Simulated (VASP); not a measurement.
Data:

```yaml
crystal:
  lattice:
    - [0.00000, 1.76778, 1.76778]
    - [1.76778, 0.00000, 1.76778]
    - [1.76778, 1.76778, 0.00000]
  atoms:
    - { symbol: C, position: [0.00000, 0.00000, 0.00000] }
    - { symbol: C, position: [0.25000, 0.25000, 0.25000] }
```

Method: TPSS meta-GGA, VASP's PBE PAW potentials (set 64) (plane waves; VASP). Run with 520 eV cut-off, 13×13×13 Γ-centred mesh, Gaussian smearing of 0.050 eV, potentials C.

Task: Give the stress tensor in GPa (positive for a compressed cell).

Result: 
```
13.96   0.00   0.00
 0.00  13.96   0.00
 0.00   0.00  13.96
```
The pressure is its mean diagonal, 13.96 GPa.

The compound is C in the diamond structure. This cell is one point of a volume scan, at 0.97 of the reference volume.
